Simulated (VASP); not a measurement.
# How biaxial strain in the (111) plane changes Ir

How do stress and energy of Ir follow biaxial strain in the (111) plane?

Method: PBEsol; plane waves and PAW (Ir), in the first sound run; inputs show where later runs differ, in VASP 6.6.1.

**1. The structure**

It takes space group Fm-3m (No. 225, cubic). Conventional cell: a = 3.840 Å, b = 3.840 Å, c = 3.840 Å, α = 90.00°, β = 90.00°, γ = 90.00°. Nearest to Ir lie 12 Ir at 2.72 Å.

**2. Relax the crystal, PBEsol**

The series starts from the cell that this level prefers, so that zero strain is near zero stress.

Level: PBEsol; plane waves and PAW (Ir).

File INCAR:

```
SYSTEM = Ir
PREC = Accurate
ENCUT = 450
EDIFF = 1E-07
NELM = 120
ISMEAR = 1
SIGMA = 0.15
LREAL = .FALSE.
ALGO = Normal
GGA = PS
NBANDS = 10
LASPH = .TRUE.
LORBIT = 11
LWAVE = .FALSE.
LCHARG = .FALSE.
KPAR = 8
IBRION = 2
NSW = 40
ISIF = 3
EDIFFG = -0.005
POTIM = 0.4
```

File POSCAR:

```
Ir
1.0
    0.0000000000      1.9200000000      1.9200000000
    1.9200000000      0.0000000000      1.9200000000
    1.9200000000      1.9200000000      0.0000000000
Ir
1
Direct
    0.0000000000      0.0000000000      0.0000000000
```

File KPOINTS:

```
Automatic mesh
0
Gamma
26 26 26
0 0 0
```

Potentials, in the order of the species: Ir (PBE family, release 64).

Launch:

```
mpirun -np 8 vasp_std
```

Output:

```text
[banner, memory and clock lines left out]
running    8 mpi-ranks, on    1 nodes
[...]
|                                                                             |
|           W    W    AA    RRRRR   N    N  II  N    N   GGGG   !!!           |
|           W    W   A  A   R    R  NN   N  II  NN   N  G    G  !!!           |
|           W    W  A    A  R    R  N N  N  II  N N  N  G       !!!           |
|           W WW W  AAAAAA  RRRRR   N  N N  II  N  N N  G  GGG   !            |
|           WW  WW  A    A  R   R   N   NN  II  N   NN  G    G                |
|           W    W  A    A  R    R  N    N  II  N    N   GGGG   !!!           |
|                                                                             |
|     For optimal performance we recommend to set                             |
|       NCORE = 2 up to number-of-cores-per-socket                            |
|     NCORE specifies how many cores store one orbital (NPAR=cpu/NCORE).      |
|     This setting can greatly improve the performance of VASP for DFT.       |
[...]
DAV:   6    -0.981721467507E+01   -0.12792E-05   -0.60664E-07 12378   0.449E-03    0.202E-04
DAV:   7    -0.981721466853E+01    0.65401E-08   -0.10255E-08  5884   0.849E-04
   2 F= -.98172147E+01 E0= -.98171977E+01  d E =0.369888E-02
 trial-energy change:    0.003699  1 .order    0.003786   -0.003701    0.011272
 step:   0.2538(harm=  0.2472)  dis= 0.00000  next Energy=    -9.821385 (dE=-0.471E-03)
[...]
N       E                     dE             d eps       ncg     rms          rms(c)
DAV:   1    -0.983297977999E+01   -0.15765E-01   -0.39138E-01 11092   0.892E+00    0.104E+00
DAV:   2    -0.982258105908E+01    0.10399E-01   -0.23722E-02 11222   0.188E+00    0.389E-01
DAV:   3    -0.982139147055E+01    0.11896E-02   -0.46710E-03 12350   0.743E-01    0.113E-01
DAV:   4    -0.982138734283E+01    0.41277E-05   -0.10947E-04 11952   0.969E-02    0.130E-02
DAV:   5    -0.982138923611E+01   -0.18933E-05   -0.33662E-06 13742   0.106E-02    0.330E-03
DAV:   6    -0.982138943985E+01   -0.20373E-06   -0.54185E-08  8872   0.193E-03    0.134E-04
DAV:   7    -0.982138943786E+01    0.19913E-08   -0.16470E-09  5366   0.443E-04
   3 F= -.98213894E+01 E0= -.98213857E+01  d E =-.475893E-03
[...]
reached required accuracy - stopping structural energy minimisation
```

Elapsed: 12 s, on 8 MPI ranks of Intel Xeon 6975P-C (Granite Rapids), shared host; peak memory 1.4 GiB; 73 s of CPU time.

The logs omit lines about the potential files and the build; timing stands in the text.

From OUTCAR (step 2):

```text
  Total       -0.0000283     -0.0000283     -0.0000283     -0.0000000      0.0000000      0.0000000
  in kB       -0.0032239     -0.0032239     -0.0032239     -0.0000000      0.0000000      0.0000000
  external PRESSURE =      -0.0032239 kB  Pullay stress =       0.0000000 kB

 POSITION                                       TOTAL-FORCE (eV/Angst)
 -----------------------------------------------------------------------------------
      0.00000      0.00000      0.00000         0.000000      0.000000      0.000000
 -----------------------------------------------------------------------------------
    total drift:                                0.000000      0.000000     -0.000000

  FREE ENERGIE OF THE ION-ELECTRON SYSTEM (eV)
  ---------------------------------------------------
  free  energy   TOTEN  =        -9.8213894379 eV

  energy  without entropy=       -9.8213780887  energy(sigma->0) =       -9.82138565

 reached required accuracy - stopping structural energy minimisation

[... 3 further parts left out ...]
[key lines of the parts left out:]
E-fermi :  10.3099
```

Numbers from this step:

```
energy(sigma→0) of the program : -9.8214 eV
stress, compression positive   : 0.00 along [111], 0.00 across it (mean), GPa
volume                         : 14.082 Å³
ionic steps                    : 3
```

**3. Strain along the normal, PBEsol**

One member in full: the plane is strained by -1 %, and the strain along the normal is moved by secant steps until the normal stress is under 0.012 GPa or five steps are spent; the atoms relax at each step.

This step took 4 runs, each at a new trial strain with the atoms of the one before; the last is shown.

Level: PBEsol; plane waves and PAW (Ir).

INCAR, as its differences from that of step 2:

```diff
@@ -15,7 +15,7 @@
 LCHARG = .FALSE.
-KPAR = 8
-IBRION = 2
-NSW = 40
-ISIF = 3
-EDIFFG = -0.005
-POTIM = 0.4
+KPAR = 2
+IBRION = 1
+NSW = 25
+ISIF = 2
+EDIFFG = -0.004
+POTIM = 0.3
```

File POSCAR:

```
Ir
1.0
    0.0194970160      1.9169688370      1.9169688370
    1.9169688370      0.0194970160      1.9169688370
    1.9169688370      1.9169688370      0.0194970160
Ir
1
Direct
    0.0000000000      0.0000000000      0.0000000000
```

KPOINTS is that of step 2.

Launch:

```
mpirun -np 2 vasp_std
```

Output:

```text
[banner, memory and clock lines left out]
running    2 mpi-ranks, on    1 nodes
[...]
[... a notice as in an earlier step ...]

 LDA part: xc-table for (Slater+PW92), standard interpolation
 POSCAR, INCAR and KPOINTS ok, starting setup
[...]
entering main loop
       N       E                     dE             d eps       ncg     rms          rms(c)
DAV:   1     0.414501828221E+02    0.41450E+02   -0.40136E+03 34056   0.727E+02
DAV:   2    -0.965489134522E+01   -0.51105E+02   -0.48170E+02 34090   0.185E+02
DAV:   3    -0.104295655216E+02   -0.77467E+00   -0.77214E+00 38558   0.274E+01
DAV:   4    -0.104364272770E+02   -0.68618E-02   -0.68607E-02 37416   0.243E+00
[...]
DAV:  10    -0.981333074763E+01    0.16383E-04   -0.20406E-05 48396   0.514E-02    0.209E-02
DAV:  11    -0.981333254074E+01   -0.17931E-05   -0.14097E-06 36550   0.789E-03    0.268E-03
DAV:  12    -0.981333257011E+01   -0.29368E-07   -0.23990E-08 22538   0.159E-03
   1 F= -.98133326E+01 E0= -.98133502E+01  d E =-.981333E+01
 BRION: g(F)=  0.360E-63 g(S)=  0.000E+00
 reached required accuracy - stopping structural energy minimisation
```

Run time: 38 s. Hardware: 2 MPI ranks; peak memory 0.59 GiB; 66 s of CPU time.

OUTCAR, selected parts (step 3):

```text
  Total        0.5330947      0.5330947      0.5330947     -0.2665651     -0.2665651     -0.2665651
  in kB       61.5625049     61.5625049     61.5625049    -30.7832969    -30.7832969    -30.7832969
  external PRESSURE =      61.5625049 kB  Pullay stress =       0.0000000 kB

 POSITION                                       TOTAL-FORCE (eV/Angst)
 -----------------------------------------------------------------------------------
      0.00000      0.00000      0.00000        -0.000000     -0.000000      0.000000
 -----------------------------------------------------------------------------------
    total drift:                                0.000000      0.000000      0.000000

  FREE ENERGIE OF THE ION-ELECTRON SYSTEM (eV)
  ---------------------------------------------------
  free  energy   TOTEN  =        -9.8133325701 eV

  energy  without entropy=       -9.8133853658  energy(sigma->0) =       -9.81335017

[... 1 part as in an earlier step ...]

[... 3 further parts left out ...]
[key lines of the parts left out:]
E-fermi :  10.5713
```

This run gave:

| Property | Result |
| --- | --- |
| energy(sigma→0) of the program | -9.8134 eV |
| stress, compression positive | 0.00 along [111], 9.23 across it (mean), GPa |
| ionic steps | 1 |

**4. The whole series**

The other members went through these steps as far as the tables show, with the same cutoff and, step by step, the same mesh; 30 runs are not shown. The session took 0.67 core hours (wall time by ranks) on a shared machine.

```tsv
in-plane strain (%)	strain along the normal (%)	in-plane stress, tension positive (GPa)	energy above the unstrained row, extrapolated to no smearing (meV/atom)
-2.000	1.055	-19.743	33.097
-1.500	0.790	-14.318	18.265
-1.000	0.526	-9.235	7.995
-0.500	0.263	-4.468	1.990
0	0.000	-0.001	0.000
0.500	-0.258	4.195	1.802
1.000	-0.514	8.129	7.182
1.500	-0.767	?	?
2.000	-1.016	15.276	27.877
```

**5. A fit to the known rows**

A least-squares parabola through the 8 rows shown, with e the strain in %: stress = − 0.5578 e² + 8.732 e + 0.005652 (GPa), r.m.s. residual 0.040 GPa.

At e = 1.5 this predicts 11.849 GPa.

**6. Checking the prediction**

The calculation gives 11.821 GPa, so the prediction is 0.028 GPa too high, within twice the residual of the fit.

Slopes at zero strain, from cubics through all rows: strain ratio -0.521, stress over strain 866 GPa.

**7. Outcome**

```json
{
  "error of the predicted stress": "0.028 GPa",
  "ratio of normal to in-plane strain": "-0.521",
  "biaxial modulus": "866 GPa"
}
```

In words: As a check, the curvature of the energy gives 861 GPa for the same modulus (energy per volume = M × strain²), 1 % from the slope of the stress. These are static values: temperature and zero-point motion are left out. In a metal the slopes also depend on mesh and smearing, which were held through the series.

[Lines on the potential files, build, host, timing and source positions are cut from VASP's logs without a mark.]

[Logs are printed without paths, hosts, clocks, repeated set-up lines and the standing remarks that a program may print on its own settings, such as how far it seeks lower states.]

[Hosts, paths, dates, database ids (printed as entryN), source tags and the programs' standing remarks are cut or masked in the printed files.]

[In band tables of VASP the shares of atoms and orbitals are scaled to a sum of 1 inside the atoms' spheres.]
